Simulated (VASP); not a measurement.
Input:

```
CELL_PARAMETERS angstrom
      4.11100     0.00000     0.00000
     -2.05550     3.56023     0.00000
      0.00000     0.00000     5.44600
ATOMIC_POSITIONS crystal
  Pt 0.00000 0.00000 0.00000
  Pt 0.00000 0.00000 0.50000
  Te 0.33333 0.66667 0.25000
  Te 0.66667 0.33333 0.75000
```

Level of theory: PBEsol GGA, VASP's PBE PAW potentials (set 64) (plane waves; VASP). Settings: 300 eV cut-off, 5×5×3 Γ-centred mesh, Gaussian smearing of 0.14 eV, potentials Pt Te.

At this cut-off the stress carries a Pulay error, which pulls relaxed volumes low.

**Question.** Give the stress tensor in GPa (positive for a compressed cell).

**Answer.** 
```
11.10   0.00   0.00
 0.00  11.10   0.00
 0.00   0.00  11.70
```
The pressure is its mean diagonal, 11.30 GPa.

The structure comes from a measured TePt entry of the Crystallography Open Database, whose conditions weren't checked. The cell was not relaxed at this level. The k-mesh is coarse (spacing up to 0.38 per Å, 2π included), so the numbers may not be converged in it.
